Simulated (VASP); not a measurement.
Given:

```yaml
crystal:
  lattice:
    - [3.89994, 0.00000, 0.00000]
    - [-1.94997, 3.37745, 0.00000]
    - [0.00000, 0.00000, 4.81744]
  atoms:
    - { symbol: Fe, position: [0.33333, 0.66667, 0.67907] }
    - { symbol: Fe, position: [0.66667, 0.33333, 0.32093] }
    - { symbol: Fe, position: [0.00000, 0.00000, 0.50000] }
    - { symbol: Fe, position: [0.00000, 0.00000, 0.00000] }
    - { symbol: Si, position: [0.66667, 0.33333, 0.81882] }
    - { symbol: Si, position: [0.33333, 0.66667, 0.18118] }
```

Computed with PBEsol GGA, VASP's PBE PAW potentials (set 64) (plane waves; VASP). Run with 300 eV cut-off, 5×5×4 Γ-centred mesh, Fermi-Dirac smearing of 0.050 eV, potentials Fe Si.

At this cut-off the stress carries a Pulay error, which pulls relaxed volumes low. The run has a spin-polarised start.

Q: Give the force on each atom (eV/Å).

A: 
| atom | Fx | Fy | Fz |
|---|---|---|---|
| Fe1 | 0.000 | 0.000 | -0.066 |
| Fe2 | 0.000 | 0.000 | 0.066 |
| Fe3 | 0.000 | 0.000 | 0.000 |
| Fe4 | 0.000 | 0.000 | 0.000 |
| Si5 | 0.000 | 0.000 | -0.013 |
| Si6 | 0.000 | 0.000 | 0.013 |

Q: Give the stress tensor in GPa (positive for a compressed cell).

A: 
```
-3.44   0.00   0.00
 0.00  -3.44   0.00
 0.00   0.00  -4.68
```
The pressure is its mean diagonal, -3.85 GPa.

The structure comes from a computed database's Fe2Si entry; how it stands against other phases isn't given here. The cell was not relaxed at this level. The k-mesh is coarse (spacing up to 0.37 per Å, 2π included), so the numbers may not be converged in it.
